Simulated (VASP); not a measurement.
Given:

```
CELL_PARAMETERS angstrom
     -2.83946     2.83946     9.06075
      2.83946    -2.83946     9.06075
      2.83946     2.83946    -9.06075
ATOMIC_POSITIONS crystal
  Cs 0.35784 0.35784 0.00000
  Cs 0.64216 0.64216 0.00000
  Ca 0.00000 0.00000 0.00000
  Br 0.15968 0.15968 0.00000
  Br 0.84032 0.84032 0.00000
  Br 0.50000 0.00000 0.50000
  Br 0.00000 0.50000 0.50000
```

All values below come from LDA (Ceperley-Alder, Perdew-Zunger), VASP's LDA PAW potentials (set 64) (plane waves; VASP). Numerical set-up: 300 eV cut-off, 3×3×3 Γ-centred mesh, Gaussian smearing of 0.010 eV, potentials Cs_sv Ca_sv Br.

At this cut-off the stress carries a Pulay error, which pulls relaxed volumes low.

### Question
Estimate the energy per atom (σ→0), pressure, largest force.

### Answer

```json
{
 "energy per atom (σ→0)": "-3.749 eV/atom",
 "pressure": "-1.84 GPa",
 "largest_force": "0.170 eV/Å"
}
```

The structure comes from a computed database's Cs2CaBr4 entry (I4/mmm); how it stands against other phases isn't given here. The cell was not relaxed at this level. The k-mesh is coarse (spacing up to 0.52 per Å, 2π included), so the numbers may not be converged in it.
